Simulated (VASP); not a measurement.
```
CELL_PARAMETERS angstrom
      7.14656     0.00000     0.00000
      0.00000     7.14656     0.00000
      0.00000     0.00000     7.14656
ATOMIC_POSITIONS crystal
  C  0.50000 0.00000 0.00000
  C  0.62543 0.12125 0.11815
  C  0.74903 0.24863 0.00032
  C  0.87470 0.37578 0.12561
  C  0.75366 0.00298 0.25168
  C  0.87396 0.12204 0.38164
  C  0.00000 0.00000 0.00000
  C  0.12500 0.12500 0.12500
  C  0.25000 0.25000 0.00000
  C  0.38055 0.37283 0.13179
  C  0.49339 0.49792 0.99833
  C  0.62870 0.63115 0.12247
  C  0.75000 0.75000 0.00000
  C  0.87500 0.87500 0.12500
  C  0.25000 0.00000 0.25000
  C  0.37907 0.13185 0.37618
  C  0.49354 0.24925 0.24563
  C  0.75178 0.49601 0.24511
  C  0.87551 0.61940 0.37824
  C  0.50616 0.00621 0.49824
  C  0.62634 0.12727 0.62515
  C  0.74959 0.24312 0.49394
  C  0.87409 0.37404 0.62060
  C  0.75000 0.00000 0.75000
  C  0.87500 0.12500 0.87500
  C  0.00000 0.50000 0.00000
  C  0.12500 0.62500 0.12500
  C  0.25000 0.75000 0.00000
  C  0.37500 0.87500 0.12500
  C  0.00000 0.25000 0.25000
  C  0.12500 0.37500 0.37500
  C  0.25369 0.50430 0.24718
  C  0.36993 0.62690 0.36811
  C  0.50404 0.75003 0.25697
  C  0.62500 0.87500 0.37500
  C  0.00000 0.00000 0.50000
  C  0.12500 0.12500 0.62500
  C  0.25001 0.24947 0.49300
  C  0.38185 0.38029 0.62104
  C  0.62541 0.62591 0.62967
  C  0.74387 0.75149 0.50005
  C  0.87500 0.87500 0.62500
  C  0.25000 0.00000 0.75000
  C  0.37500 0.12500 0.87500
  C  0.49637 0.24367 0.74545
  C  0.62500 0.37500 0.87500
  C  0.74718 0.50512 0.75486
  C  0.87500 0.62500 0.87500
  C  0.00000 0.75000 0.25000
  C  0.12500 0.87500 0.37500
  C  0.00000 0.50000 0.50000
  C  0.12500 0.62500 0.62500
  C  0.25000 0.75000 0.50000
  C  0.37500 0.87500 0.62500
  C  0.00000 0.25000 0.75000
  C  0.12500 0.37500 0.87500
  C  0.25000 0.50000 0.75000
  C  0.37500 0.62500 0.87500
  C  0.50000 0.75000 0.75000
  C  0.62500 0.87500 0.87500
  C  0.00000 0.75000 0.75000
  C  0.12500 0.87500 0.87500
  O  0.50148 0.49961 0.49802
```
Cell charge +1.

These are PBE GGA, VASP's PBE PAW potentials (set 64) (plane waves; VASP) values and carry that method's errors. Run with PREC = Normal, LREAL = Auto, ISYM = 0, NELECT = 253.0, EDIFF = 1E-5, 400 eV cut-off, 1×1×1 Γ-centred mesh, Gaussian smearing of 0.050 eV, potentials C O. Starting moments (MAGMOM): 63*0.0159. The cell's moment is fixed (NUPDOWN = 1).

At this cut-off the stress carries a Pulay error, which pulls relaxed volumes low. The cell is charged, with a uniform compensating background. The supercell is sampled at Γ alone, which is coarse: total energies, pressure and levels can be off, energies of defects by several tenths of an eV.

The ions are relaxed. Predict the relaxed structure.

```
CELL_PARAMETERS angstrom
      7.14656     0.00000     0.00000
      0.00000     7.14656     0.00000
      0.00000     0.00000     7.14656
ATOMIC_POSITIONS crystal
  C  0.50022 0.99879 0.99833
  C  0.62583 0.12596 0.12543
  C  0.75043 0.25019 0.99913
  C  0.87444 0.37565 0.12459
  C  0.75043 0.99968 0.24977
  C  0.87456 0.12499 0.37531
  C  0.00029 0.99991 0.99948
  C  0.12510 0.12543 0.12496
  C  0.24987 0.24907 0.99920
  C  0.37980 0.37583 0.12780
  C  0.50086 0.50006 0.99994
  C  0.62625 0.62403 0.12491
  C  0.75036 0.75109 0.99812
  C  0.87514 0.87523 0.12437
  C  0.24993 0.99975 0.24858
  C  0.37999 0.12857 0.37534
  C  0.49515 0.24043 0.23965
  C  0.75952 0.50869 0.23583
  C  0.87172 0.62154 0.37429
  C  0.50094 0.00058 0.49954
  C  0.62642 0.12535 0.62369
  C  0.75995 0.23619 0.50860
  C  0.87200 0.37463 0.62138
  C  0.75043 0.99848 0.75067
  C  0.87518 0.12476 0.87482
  C  0.00169 0.49956 0.99791
  C  0.12563 0.62507 0.12477
  C  0.25005 0.74986 0.99977
  C  0.37496 0.87497 0.12480
  C  0.99955 0.25047 0.25008
  C  0.12479 0.37517 0.37471
  C  0.25204 0.49859 0.25181
  C  0.37003 0.63076 0.37371
  C  0.50194 0.74871 0.25118
  C  0.62508 0.87530 0.37475
  C  0.00173 0.99829 0.49905
  C  0.12573 0.12523 0.62460
  C  0.25211 0.25235 0.49808
  C  0.37011 0.37423 0.63020
  C  0.62577 0.63075 0.63031
  C  0.74807 0.74843 0.49790
  C  0.87505 0.87432 0.62478
  C  0.25011 0.00022 0.74933
  C  0.37499 0.12528 0.87448
  C  0.50200 0.25163 0.74822
  C  0.62508 0.37520 0.87477
  C  0.74813 0.49838 0.74801
  C  0.87503 0.62524 0.87394
  C  0.00034 0.75002 0.24848
  C  0.12526 0.87538 0.37447
  C  0.99847 0.49890 0.49849
  C  0.12359 0.62466 0.62416
  C  0.24875 0.75114 0.50040
  C  0.37501 0.87638 0.62453
  C  0.00046 0.24894 0.74969
  C  0.12525 0.37495 0.87497
  C  0.24874 0.50093 0.75058
  C  0.37495 0.62504 0.87582
  C  0.49852 0.75147 0.75093
  C  0.62549 0.87545 0.87506
  C  0.99975 0.74951 0.74901
  C  0.12499 0.87507 0.87459
  O  0.49028 0.51077 0.51034
```
Cell charge +1. The cell ends with 1.00 μB, on the first 30 sites -0.01 0.00 0.00 -0.01 0.00 -0.01 0.00 0.00 -0.01 0.01 0.00 0.00 0.03 0.00 -0.01 0.01 -0.09 0.28 -0.01 0.00 0.00 0.29 -0.01 0.03 0.00 0.02 0.00 0.00 0.00 0.01 μB.

How much energy does the relaxation gain?

The energy (σ→0) changes by -31.9 meV/atom, in 14 ionic steps.

```json
[
 {"step": "1", "E(σ→0) (eV)": "-566.6655", "max force (eV/Å)": "3.678", "pressure (GPa)": "-8.53", "volume (Å³)": "365.00"},
 {"step": "2", "E(σ→0) (eV)": "-563.7799", "max force (eV/Å)": "9.062", "pressure (GPa)": "-4.21", "volume (Å³)": "365.00"},
 {"step": "3", "E(σ→0) (eV)": "-568.3332", "max force (eV/Å)": "1.543", "pressure (GPa)": "-8.55", "volume (Å³)": "365.00"},
 {"step": "4", "E(σ→0) (eV)": "-568.5414", "max force (eV/Å)": "1.088", "pressure (GPa)": "-7.56", "volume (Å³)": "365.00"},
 {"step": "5", "E(σ→0) (eV)": "-568.5889", "max force (eV/Å)": "0.761", "pressure (GPa)": "-7.91", "volume (Å³)": "365.00"},
 {"step": "6", "E(σ→0) (eV)": "-568.6360", "max force (eV/Å)": "0.563", "pressure (GPa)": "-7.41", "volume (Å³)": "365.00"},
 {"step": "7", "E(σ→0) (eV)": "-568.6583", "max force (eV/Å)": "0.315", "pressure (GPa)": "-7.61", "volume (Å³)": "365.00"},
 {"step": "8", "E(σ→0) (eV)": "-568.6685", "max force (eV/Å)": "0.224", "pressure (GPa)": "-7.50", "volume (Å³)": "365.00"},
 {"step": "9", "E(σ→0) (eV)": "-568.6717", "max force (eV/Å)": "0.109", "pressure (GPa)": "-7.54", "volume (Å³)": "365.00"},
 {"step": "10", "E(σ→0) (eV)": "-568.6737", "max force (eV/Å)": "0.085", "pressure (GPa)": "-7.51", "volume (Å³)": "365.00"},
 {"step": "11", "E(σ→0) (eV)": "-568.6741", "max force (eV/Å)": "0.056", "pressure (GPa)": "-7.52", "volume (Å³)": "365.00"},
 {"step": "12", "E(σ→0) (eV)": "-568.6747", "max force (eV/Å)": "0.031", "pressure (GPa)": "-7.52", "volume (Å³)": "365.00"},
 {"step": "13", "E(σ→0) (eV)": "-568.6747", "max force (eV/Å)": "0.031", "pressure (GPa)": "-7.52", "volume (Å³)": "365.00"},
 {"step": "14", "E(σ→0) (eV)": "-568.6750", "max force (eV/Å)": "0.023", "pressure (GPa)": "-7.52", "volume (Å³)": "365.00"}
]
```

The cell is a supercell with a defect, built from C (diamond): O_C-vac_C, charge +1.
